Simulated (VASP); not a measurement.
Given:

```
Rh
1.0
    0.00000     1.91154     1.91154
    1.91154     0.00000     1.91154
    1.91154     1.91154     0.00000
Rh
1
Direct
  0.00000   0.00000   0.00000
```

Method: PBE GGA, VASP's PBE PAW potentials (set 64) (plane waves; VASP 6.6.1). Run with 480 eV cut-off, 16×16×16 Γ-centred mesh, first-order Methfessel-Paxton smearing of 0.10 eV, potentials Rh_pv.

Energy and stress use the plane-wave basis of the starting cell.

Problem. The ions, cell shape and volume at an external pressure of 30.0 GPa are relaxed. Predict the relaxed structure.

Solution. 
```
Rh
1.0
    0.00000     1.85733     1.85733
    1.85733     0.00000     1.85733
    1.85733     1.85733     0.00000
Rh
1
Direct
  0.00000   0.00000   0.00000
```
Space group Fm-3m (225), at a tolerance of 0.03 Å.

Problem. How do energy and volume change from the first to the last step?

Solution. The energy (σ→0) changes by +105.0 meV/atom and the volume by -8.3 %, in 5 ionic steps.

The compound is Rh in the fcc structure. This run relaxes it under an external pressure of 30 GPa. Symmetry was kept, so distortions that lower it aren't found.
